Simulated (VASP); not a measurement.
**ZrGe (space group Pnma): computed properties**

Level of theory: r2SCAN meta-GGA, VASP's PBE PAW potentials (set 64) (plane waves; VASP 6.6.1).

space group: Pnma (62)
cell: a = 7.1024 Å, b = 3.9024 Å, c = 5.4096 Å, α = β = γ = 90.00°
volume per atom: 18.74 Å^3/atom
band gap (over mesh and band path): none (metal, semimetal or under 0.01 eV)
density: 7.26 g/cm³

```yaml
crystal:
  lattice:
    - [7.10241, 0.00000, 0.00000]
    - [0.00000, 3.90245, 0.00000]
    - [0.00000, 0.00000, 5.40959]
  atoms:
    - { symbol: Zr, position: [0.17646, 0.25000, 0.63069] }
    - { symbol: Zr, position: [0.82354, 0.75000, 0.36931] }
    - { symbol: Zr, position: [0.32354, 0.75000, 0.13069] }
    - { symbol: Zr, position: [0.67646, 0.25000, 0.86931] }
    - { symbol: Ge, position: [0.04819, 0.25000, 0.15239] }
    - { symbol: Ge, position: [0.95181, 0.75000, 0.84761] }
    - { symbol: Ge, position: [0.45181, 0.75000, 0.65239] }
    - { symbol: Ge, position: [0.54819, 0.25000, 0.34761] }
```

The structure comes from a computed database's ZrGe entry (Pnma); how it stands against other phases isn't given here. It was relaxed first. Symmetry was kept, so distortions that lower it aren't found.
